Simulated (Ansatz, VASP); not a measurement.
# AlN: VASP beside Ansatz

Wanted: the spread between two codes on one cell, functional and k mesh. The structure shown is the end of the Ansatz relaxation below.

Calculated with Ansatz 0.2.0; plane waves, with VASP 6.6.1 beside it; single point at PBE.

## 1. The starting structure

Symmetry: P6_3mc, No. 186, hexagonal system. Conventional cell: a = 3.114 Å, b = 3.114 Å, c = 4.987 Å, α = 90.00°, β = 90.00°, γ = 120.00°. Nearest to Al lie 4 N at 1.89 to 1.90 Å. Nearest to N lie 4 Al at 1.89 to 1.90 Å. Farther neighbours and most contacts between anions are not listed.

Structure file:

```cif
data_structure
_symmetry_space_group_name_H-M 'P 1'
_symmetry_Int_Tables_number 1
_cell_length_a 3.1138
_cell_length_b 3.1138
_cell_length_c 4.9867
_cell_angle_alpha 90.000
_cell_angle_beta 90.000
_cell_angle_gamma 120.000
_cell_volume 41.87
loop_
_atom_site_label
_atom_site_type_symbol
_atom_site_fract_x
_atom_site_fract_y
_atom_site_fract_z
_atom_site_occupancy
Al1 Al 0.33333 0.66667 0.99910 1
Al2 Al 0.66667 0.33333 0.49910 1
N3 N 0.33333 0.66667 0.38090 1
N4 N 0.66667 0.33333 0.88090 1
```

## 2. Ansatz: relaxation, PBE

Ansatz runs on norm-conserving files, of PseudoDojo where its log says so.

This run makes the geometry at which the two programs are then compared.

File input.yaml:

```yaml
crystal:
  lattice:
    - [3.1127821323, 0.0, 0.0]
    - [-1.5563910661, 2.695748403, 0.0]
    - [0.0, 0.0, 4.9898194235]
  atoms:
    - { symbol: Al, position: [0.3333333333, 0.6666666667, -0.0007689326] }
    - { symbol: Al, position: [0.6666666667, 0.3333333333, 0.4992310674] }
    - { symbol: "N", position: [0.3333333333, 0.6666666667, 0.3807689326] }
    - { symbol: "N", position: [0.6666666667, 0.3333333333, 0.8807689326] }
kpoints:
  mp_grid: { grid: [9, 9, 4] }
hamiltonian:
  xc: pbe
  pseudopotentials: { kind: nc, accuracy: standard }
scf:
  occupations: { method: fixed }
output:
  forces: true
  stress: true
  eigenvalues: true
relax:
  adjacent_minimum: "off"
  f_tol: 0.001
  max_steps: 60
  cell: { stress_tol: 0.01, fix: [volume] }
```

Started as:

```console
> ansatz run input.yaml --threads 4 --pin off --max-ram 7168MiB --backend cpu --events-out ev --progress --plain --runs-dir out
```

Numbers of over 12 decimals in the logs are rounded to 6 here.

Log:

```text
Engine: ansatz 0.2.0, aarch64-unknown-linux-gnu
Pseudopotentials: kind: nc
Pseudopotential: Al, nc, valence charge 3, recommended cutoff 544.227725 eV (normal), Al.nc.azcp (PseudoDojo's, or run here from an input of PseudoDojo's; its table is named by hamiltonian.pseudopotentials.accuracy)
Pseudopotential: N, nc, valence charge 5, recommended cutoff 1142.878222 eV (normal), N.nc.azcp (PseudoDojo's, or run here from an input of PseudoDojo's; its table is named by hamiltonian.pseudopotentials.accuracy)
Functional definition: PBE
  parameter kappa = 0.804
  parameter beta = 0.066725
  exchange = pbe_x(kappa = kappa, mu = beta*pi^2/3)
  correlation = pbe_c(beta = beta)
Crystal: 4 atoms, lattice volume = 41.871 Å³
Basis set: ecut = 1142.878222 eV, 3693 PW (Γ), exchange–correlation on 72×72×120 points (8 copies of the dense FFT grid, shifted against one another)
Bands: 12, of which v1, the nominal top of the filled ones, is band 8 counted from 1 (7 counted from 0)
Symmetry: 12 space group operations
Space group: P63mc (ITA 186), of the structure as read, at distance tolerance 3.5e-5 Å
k-points: 36 of 324 (time reversal used)
Non-local potential: Al, projectors of the file, l = 0: 2, l = 1: 2, l = 2: 2
Non-local potential: N, projectors of the file, l = 0: 2, l = 1: 2
Initial density: superposition of atomic densities (chi_scale 0.1, normalization cell, long waves kept (reshape's long-wave potential 0.00 eV rms))
Initial wavefunctions: pseudopotential atomic-orbital guess
Functional: x = pbe(κ = 0.804, μ = 0.219515), c = pbe(β = 0.066725)
SCF iter   1: F=—  HF=-699.239407 eV  |F-HF|=—  |Δ(HF+E_count)|=         —  Δρ=1.44e-1  dr2=1.02e1  ethr=3.10e-3  ⟨swp⟩=5.3  Hψ=2466  notcnv=0  defer=71
preconditioner: auto → none  [insulator: Δε(μ)=5.452 eV  Ē_g=14.280 eV  n_scr=2 (ndim 8)  ℏωp=23.0 eV  f_vac=0.000  ε∞_Penn≈3.6]
SCF iter   2: F=—  HF=-696.636559 eV  |F-HF|=—  |Δ(HF+E_count)|=    2.60e0  Δρ=7.31e-2  dr2=1.31e0  ethr=3.10e-3  ⟨swp⟩=4.8  Hψ=1519  notcnv=0  defer=70
SCF iter   3: F=—  HF=-696.296462 eV  |F-HF|=—  |Δ(HF+E_count)|=   3.40e-1  Δρ=2.17e-2  dr2=9.92e-2  ethr=3.10e-3  ⟨swp⟩=2.3  Hψ=1014  notcnv=0  defer=68
SCF iter   4: F=—  HF=-696.300012 eV  |F-HF|=—  |Δ(HF+E_count)|=   3.55e-3  Δρ=1.46e-3  dr2=3.78e-4  ethr=6.20e-4  ⟨swp⟩=2.0  Hψ=530  notcnv=0  defer=72
SCF iter   5: F=—  HF=-696.299909 eV  |F-HF|=—  |Δ(HF+E_count)|=   1.03e-4  Δρ=1.63e-4  dr2=3.51e-6  ethr=2.36e-6  ⟨swp⟩=2.0  Hψ=729  notcnv=0  defer=72
SCF iter   6: F=—  HF=-696.299896 eV  |F-HF|=—  |Δ(HF+E_count)|=   1.29e-5  Δρ=1.45e-5  dr2=4.54e-8  ethr=6.25e-10  ⟨swp⟩=8.0  Hψ=3008  notcnv=0
SCF iter   7: F=-696.299896 eV  HF=-696.299896 eV  |F-HF|=1.53e-9  |Δ(HF+E_count)|=   1.14e-8  Δρ=3.26e-6  dr2=2.69e-9  ethr=2.84e-10  ⟨swp⟩=3.0  Hψ=1639  notcnv=0
SCF 1 converged in 7 iterations: F = -696.299896 eV  dr2 = 2.69e-9
relax step   1: F+E_penalty+E_count = -696.29989606 eV  Δ(F+E_penalty+E_count) = +0.000e0 eV  max|allowed force component| = 5.368e-3 eV/Å  Δτ_max = 0.0000 Å  P = +3.016 GPa  Ω = 41.871 Å³  fix = [volume]  reactions: volume +3.016 GPa  (7 SCF iters, dr2 threshold 1.00e-7 eV, accepted)
[...]
relax step   2: F+E_penalty+E_count = -696.29991715 eV  Δ(F+E_penalty+E_count) = -2.109e-5 eV  max|allowed force component| = 3.971e-3 eV/Å  Δτ_max = 0.0004 Å  P = +3.008 GPa  Ω = 41.871 Å³  energy of the carried Pulay correction = +7.841e-18 eV  fix = [volume]  reactions: volume +3.008 GPa  (3 SCF iters, dr2 threshold 4.59e-8 eV, accepted)
[...]
relax step   3: F+E_penalty+E_count = -696.29991947 eV  Δ(F+E_penalty+E_count) = -2.319e-6 eV  max|allowed force component| = 2.319e-3 eV/Å  Δτ_max = 0.0002 Å  P = +3.005 GPa  Ω = 41.871 Å³  energy of the carried Pulay correction = +2.835e-17 eV  fix = [volume]  reactions: volume +3.005 GPa  (4 SCF iters, dr2 threshold 9.86e-10 eV, accepted)
[...]
relax step   4: F+E_penalty+E_count = -696.29991989 eV  Δ(F+E_penalty+E_count) = -4.245e-7 eV  max|allowed force component| = 1.285e-5 eV/Å  Δτ_max = 0.0001 Å  P = +3.004 GPa  Ω = 41.871 Å³  energy of the carried Pulay correction = +2.835e-17 eV  fix = [volume]  reactions: volume +3.004 GPa  (3 SCF iters, dr2 threshold 9.13e-10 eV, accepted)
[...]
relax step   5: F+E_penalty+E_count = -696.29991962 eV  Δ(F+E_penalty+E_count) = +2.710e-7 eV  max|allowed force component| = 1.605e-5 eV/Å  Δτ_max = 0.0000 Å  P = +3.004 GPa  Ω = 41.871 Å³  fix = [volume]  reactions: volume +3.004 GPa  stress off target by 1.07e-4 GPa on what of the cell is left free  SCF on the basis re-selected at this cell (its energy is not comparable with the rows above)  (4 SCF iters)
basis re-selected at this cell: Δ(F+E_penalty+E_count) = +2.710e-7 eV, ΔP = -0.000 GPa vs the last step (what re-selecting the basis moved, of the pressure what is left beyond the Pulay correction that the steps carried, after the strain that the cell walked since its last selection, with what the two solves' SCF thresholds leave and, on support functions, any second-order correction that the steps lacked; it is no m [...]
SCF converged after 4 iterations
Free energy (F): -696.299920 eV
Harris-Foulkes:  -696.299920 eV  (|F-HF|=2.27e-13)
Internal energy: -696.299920 eV  (E = F + TS)
E sigma→0 (E₀):  -696.299920 eV
Fermi energy:    7.114838 eV
--- Per-component energies (eV) ---
  E_band       = 29.915798
  E_kinetic    = 445.438845
  E_local      = -437.550872  (includes V_loc(G=0)·N_el)
  E_nonlocal   = -36.526062
  E_hartree    = 154.880660
  E_xc         = -231.191529
  E_vxc        = -251.207419  (∫ρ·V_xc dr)
  E_ewald      = -591.350961
  E_smearing   = -0.000000  (= −TS)
  E_closure    = -0.000000  (closes the sum)
  Σ components = -696.299920   (vs F -696.299920, Δ=0.00e0)
--- Forces (eV/Å), atoms counted from 1 ---
  atom   1  Al    -0.00000000    -0.00000000    -0.00001604
  atom   2  Al     0.00000000     0.00000000    -0.00001604
  atom   3  N      0.00000000     0.00000000     0.00001606
  atom   4  N     -0.00000000     0.00000000     0.00001606
  max |Σ_I F_I| component: 2.43e-8 eV/Å
--- Stress (GPa, compression-positive) ---
        3.004045      -0.000000      -0.000000
       -0.000000       3.004045      -0.000000
       -0.000000       0.000000       3.004206
  P = ⅓ Tr σ = 3.0041 GPa (30.041 kbar)
--- Band table (eV; the first three rows and the last of 36) ---
  k-point 0: bands = [... 4 lower, 6.2498, 6.8982, 6.8982, 7.1148, 11.2969, 13.7653, 17.6842, 18.2734]
  k-point 1: bands = [... 4 lower, 6.3401, 6.3401, 6.7986, 6.7986, 12.2563, 13.8801, 17.3555, 18.2430]
  k-point 2: bands = [... 4 lower, 6.5647, 6.5647, 6.5647, 6.5647, 13.5574, 13.5574, 17.4186, 17.4186]
  k-point 35: bands = [... 4 lower, 3.2576, 3.2576, 6.3185, 6.3185, 14.5293, 14.5293, 14.9357, 14.9357]
--- Relaxed structure (4 steps of the walk, 4 accepted, 1 SCFs on fresh bases) ---
  F+E_penalty+E_count = -696.29991962 eV   max|allowed force component| = 1.605e-5 eV/Å   (the final SCF, on the basis selected at the relaxed cell)
  cell:  # Å, volume = 41.8710 Å³
    - [3.113766, -2.8876627358541132e-11, 0]
    - [-1.556883, 2.696600, 0]
    - [0, 0, 4.986667]
  atoms:
    - { symbol: Al, position: [0.333333, 0.666667, -0.000901128] }
    - { symbol: Al, position: [0.666667, 0.333333, 0.499099] }
    - { symbol: N, position: [0.333333, 0.666667, 0.380901] }
    - { symbol: N, position: [0.666667, 0.333333, 0.880901] }
```

## 3. VASP: single point, PBE, pair 1

The same cell, functional and mesh now go to VASP, with its own data sets.

Lines of VASP's logs that name or quote its potential files are left out, and so is its time.

File INCAR:

```
SYSTEM = AlN
PREC = Accurate
ENCUT = 600
EDIFF = 1E-06
NELM = 120
ISMEAR = 0
SIGMA = 0.01
LREAL = .FALSE.
ALGO = Normal
GGA = PE
NBANDS = 14
LORBIT = 11
LWAVE = .FALSE.
LCHARG = .FALSE.
ISIF = 2
LASPH = .TRUE.
GGA_COMPAT = .FALSE.
EFERMI = MIDGAP
KPAR = 2
```

File POSCAR:

```
AlN
1.0
    3.1137658873      0.0000000000      0.0000000000
   -1.5568829436      2.6966003598      0.0000000000
    0.0000000000      0.0000000000      4.9866669807
Al N
2 2
Direct
    0.3333333333      0.6666666667      0.9990988724
    0.6666666667      0.3333333333      0.4990988724
    0.3333333333      0.6666666667      0.3809011276
    0.6666666667      0.3333333333      0.8809011276
```

File KPOINTS:

```
Automatic mesh
0
Gamma
9 9 4
0 0 0
```

PAW data sets: Al and N (PBE family, release 64).

Started as:

```console
> mpirun -np 2 vasp_std
```

Log:

```text
[banner, memory and clock lines left out]
running    2 mpi-ranks, on    1 nodes
 distrk:  each k-point on    1 cores,    2 groups
 distr:  one band on    1 cores,    1 groups

 POSCAR found type information on POSCAR AlN
 POSCAR found :  2 types and       4 ions
 LDA part: xc-table for (Slater+PW92), standard interpolation
 POSCAR, INCAR and KPOINTS ok, starting setup
 FFT: planning ... GRIDC
 FFT: planning ... GRID_SOFT
 FFT: planning ... GRID
 WAVECAR not read
 entering main loop
       N       E                     dE             d eps       ncg     rms          rms(c)
DAV:   1     0.531026685996E+02    0.53103E+02   -0.81339E+03  1016   0.114E+03
DAV:   2    -0.300011693648E+02   -0.83104E+02   -0.75934E+02  1394   0.226E+02
DAV:   3    -0.344826018639E+02   -0.44814E+01   -0.44627E+01  1404   0.558E+01
DAV:   4    -0.345161184952E+02   -0.33517E-01   -0.33513E-01  1086   0.529E+00
DAV:   5    -0.345165320215E+02   -0.41353E-03   -0.41351E-03  1398   0.591E-01    0.122E+01
DAV:   6    -0.297563395446E+02    0.47602E+01   -0.13136E+01  1284   0.284E+01    0.418E+00
DAV:   7    -0.297890052019E+02   -0.32666E-01   -0.80069E-01  1098   0.656E+00    0.291E+00
DAV:   8    -0.297823151494E+02    0.66901E-02   -0.75411E-02  1152   0.281E+00    0.537E-01
DAV:   9    -0.297764579287E+02    0.58572E-02   -0.18726E-02  1344   0.102E+00    0.248E-01
DAV:  10    -0.297771614211E+02   -0.70349E-03   -0.33570E-03  1194   0.395E-01    0.153E-01
DAV:  11    -0.297770131497E+02    0.14827E-03   -0.39610E-04  1296   0.158E-01    0.351E-02
DAV:  12    -0.297770164024E+02   -0.32527E-05   -0.17078E-05  1188   0.373E-02    0.926E-03
DAV:  13    -0.297770162094E+02    0.19299E-06   -0.92145E-06  1266   0.246E-02
   1 F= -.29777016E+02 E0= -.29777016E+02  d E =0.000000E+00
```

(Continued in part 2 of 2.)

[Lines on the potential files, build, host, timing and source positions are cut from VASP's logs without a mark.]

[Logs are printed without paths, hosts, clocks, repeated set-up lines and the standing remarks that a program may print on its own settings, such as how far it seeks lower states.]

[Hosts, paths, dates, database ids (printed as entryN), source tags and the programs' standing remarks are cut or masked in the printed files.]
